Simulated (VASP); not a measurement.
Output of a VASP run:

### OSZICAR
```
       N       E                     dE             d eps       ncg     rms          rms(c)
DAV:   1     0.457406636326E+02    0.45741E+02   -0.89444E+03  2192   0.123E+03
DAV:   2    -0.190203287019E+01   -0.47643E+02   -0.46557E+02  2384   0.241E+02
DAV:   3    -0.378080981901E+01   -0.18788E+01   -0.18057E+01  2988   0.282E+01
DAV:   4    -0.381829119134E+01   -0.37481E-01   -0.37627E-01  2633   0.408E+00
DAV:   5    -0.381940191799E+01   -0.11107E-02   -0.11223E-02  3335   0.527E-01    0.223E+01
DAV:   6    -0.383682658131E+01   -0.17425E-01   -0.15030E-02  2484   0.989E-01    0.134E+01
DAV:   7    -0.385389518760E+01   -0.17069E-01   -0.31424E-02  2349   0.141E+00    0.202E-01
DAV:   8    -0.385412734686E+01   -0.23216E-03   -0.15119E-03  2754   0.272E-01    0.751E-02
DAV:   9    -0.385423148938E+01   -0.10414E-03   -0.30328E-04  2584   0.117E-01    0.403E-02
DAV:  10    -0.385422877700E+01    0.27124E-05   -0.37147E-05  2646   0.435E-02    0.410E-02
DAV:  11    -0.385423462048E+01   -0.58435E-05   -0.12996E-05  2564   0.209E-02    0.238E-03
DAV:  12    -0.385423474395E+01   -0.12347E-06   -0.58417E-07  3519   0.435E-03    0.451E-03
DAV:  13    -0.385423465169E+01    0.92260E-07   -0.40420E-08  1507   0.156E-03
   1 F= -.38542347E+01 E0= -.38542347E+01  d E =0.000000E+00
```

File OUTCAR:
```
------------------------ aborting loop because EDIFF is reached ----------------------------------------
  FORCE on cell =-STRESS in cart. coord.  units (eV):
  Direction    XX          YY          ZZ          XY          YZ          ZX
  --------------------------------------------------------------------------------------
  Total       -0.1007801     -0.1007801      0.0002474      0.0000000     -0.0000000     -0.0000000
  in kB       -2.5370199     -2.5370195      0.0062269      0.0000000     -0.0000000     -0.0000000
  external PRESSURE =      -1.6892708 kB  Pullay stress =       0.0000000 kB
  volume of cell :       63.64
      direct lattice vectors                 reciprocal lattice vectors
     1.799950719 -3.117605886  0.000000000     0.277785383 -0.160379477  0.000000000
     1.799950719  3.117605886  0.000000000     0.277785383  0.160379477  0.000000000
     0.000000000  0.000000000  5.670868923     0.000000000  0.000000000  0.176339819
 POSITION                                       TOTAL-FORCE (eV/Angst)
 -----------------------------------------------------------------------------------
      1.79995      1.03920      1.41772        -0.000000     -0.000000      0.000000
      1.79995     -1.03920      4.25315         0.000000      0.000000      0.000000
 -----------------------------------------------------------------------------------
    total drift:                                0.000000      0.000113     -0.000011
  FREE ENERGIE OF THE ION-ELECTRON SYSTEM (eV)
  ---------------------------------------------------
  free  energy   TOTEN  =        -3.8542346517 eV

  energy  without entropy=       -3.8542346517  energy(sigma->0) =       -3.85423465

 total charge

# of ion       s       p       d       tot
------------------------------------------
    1        0.352   6.238   1.171   7.761
    2        0.352   6.238   1.171   7.761
--------------------------------------------------
tot          0.704  12.475   2.342  15.521
```
(Selected blocks of OUTCAR.)

File POSCAR:
```
Gd
1
    1.7999507189    -3.1176058860     0.0000000000
    1.7999507189     3.1176058860    -0.0000000000
    0.0000000000    -0.0000000000     5.6708689226
Gd
2
Direct
  0.3333330000   0.6666670000   0.2500000000
  0.6666670000   0.3333330000   0.7500000000
```

**Question.** Write an INCAR and KPOINTS that could have produced this output.

**Answer.** This is not unique; one that fits is the input of the run itself, optB88-vdW, plane waves, VASP's PBE PAW potentials (set 64).

File KPOINTS:
```
Automatic
0
Gamma
13 13 7
```

**INCAR**
```
ISIF  =  2
NEDOS  =  601
ISMEAR  =  -5
LASPH  =  T
LCHARG  =  T
PARAM2  =  0.22
LWAVE  =  F
NELM  =  100   ! most electronic steps
ALGO  =  Normal   ! blocked Davidson
LREAL  =  F   ! projection in real space or not
LORBIT  =  11   ! lm-projected
ENCUT  =  520   ! plane-wave cut-off (eV)
LMAXMIX  =  6   ! l cut-off of mixed one-centre charges
LUSE_VDW  =  T
SYSTEM  =  Gd
AGGAC  =  0.0
GGA  =  BO
EDIFF  =  1E-7   ! SCF stop (eV)
PREC  =  Accurate
PARAM1  =  0.1833333333
```

POTCAR, in this order: Gd_3 (PBE.64 set). Program: vasp_std.

The 4f electrons are frozen in the core of the lanthanide potential, so 4f levels, which can set the real gap, and their magnetism are missing. For a metal the tetrahedron method with Blöchl corrections gives inexact stress and forces.

The compound is Gd in the hcp structure. It was relaxed first.
